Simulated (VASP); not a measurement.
Given:

```
Ta
1.0
    0.00000     3.00371     3.00371
    3.00371     0.00000     3.00371
    3.00371     3.00371     0.00000
Ta
2
Direct
  0.75000   0.75000   0.75000
  0.50000   0.50000   0.50000
```

The numbers are results of PBEsol GGA, VASP's PBE PAW potentials (set 64) (plane waves; VASP 6.6.1), not measurements. Run with 400 eV cut-off, 12×12×12 Γ-centred mesh, tetrahedra with Blöchl corrections, potentials Ta_pv.

Unless said otherwise, spin-orbit coupling is left out, though it shifts the bands of the heavy elements here.

Predict the energy per atom (σ→0), band gap (on the k-mesh) with the smallest direct gap where there is one.

| Item | Value |
|---|---|
| band gap (on the k-mesh) | none (metal, semimetal or under 0.01 eV) |
| energy per atom (σ→0) | -9.521 eV/atom |

The absolute energy has meaning only against runs of the same code, potentials and settings.

The structure was generated: Ta was put into the diamond type (Fd-3m), which need not be its known phase. It was relaxed first, which changed the volume by +6 %.
